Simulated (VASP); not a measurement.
VASP input:

File POSCAR:
```
InSb
1
    0.0000000000     3.2592004851     3.2592004851
    3.2592004851     0.0000000000     3.2592004851
    3.2592004851     3.2592004851     0.0000000000
In Sb
1 1
Direct
  0.0000000000   0.0000000000   0.0000000000
  0.2500000000   0.2500000000   0.2500000000
```

File KPOINTS:
```
Regular mesh
0
Gamma
10 10 10
0 0 0
```

### INCAR
```
LMAXMIX = 4
NELM = 100   ! most electronic steps
ISIF = 3
NSW = 40   ! most ionic steps
SYSTEM = InSb
EDIFF = 1E-6   ! SCF stop (eV)
ENCUT = 500   ! plane-wave cut-off (eV)
ALGO = Normal
GGA = PS   ! PBEsol
ISMEAR = 1   ! Methfessel-Paxton
EDIFFG = -0.02   ! ionic stop
SIGMA = 0.1   ! width (eV)
PREC = Accurate
LREAL = .False.   ! projection in real space or not
LASPH = .True.
IBRION = 2   ! conjugate gradients
LWAVE = .False.
LCHARG = .False.
```

POTCAR, in this order: In_d Sb (PBE.64 set). Program: vasp_std.

### Question
Translate this PBEsol calculation to Quantum ESPRESSO's pw.x.

### Answer
One equivalent input (not run):
```
&CONTROL
  calculation = 'vc-relax'
  pseudo_dir = './pseudo'
  outdir = './out'
  tprnfor = .true.
  tstress = .true.
  nstep = 40
  forc_conv_thr = 0.00078
/
&SYSTEM
  ibrav = 0
  nat = 2
  ntyp = 2
  ecutwfc = 80
  occupations = 'smearing'
  smearing = 'methfessel-paxton'
  degauss = 0.00735
  input_dft = 'pbesol'
/
&ELECTRONS
  conv_thr = 7.3e-08
  electron_maxstep = 100
/
&IONS
/
&CELL
/
ATOMIC_SPECIES
  In 114.818 In.upf
  Sb 121.760 Sb.upf
CELL_PARAMETERS angstrom
     0.0000000    3.2592005    3.2592005
     3.2592005    0.0000000    3.2592005
     3.2592005    3.2592005    0.0000000
ATOMIC_POSITIONS crystal
  In   0.0000000  0.0000000  0.0000000
  Sb   0.2500000  0.2500000  0.2500000
K_POINTS automatic
  10 10 10 0 0 0
```
The two are equivalent in intent, not identical: the potentials are each code's own (VASP's PAW set, PseudoDojo norm-conserving files in pw.x), so ENCUT and ecutwfc are chosen apart and not converted; conv_thr bounds pw.x's estimated SCF error, while EDIFF bounds the energy change between steps; forc_conv_thr acts on force components and is met together with etot_conv_thr.

The compound is InSb in the zinc blende structure. It was relaxed first.
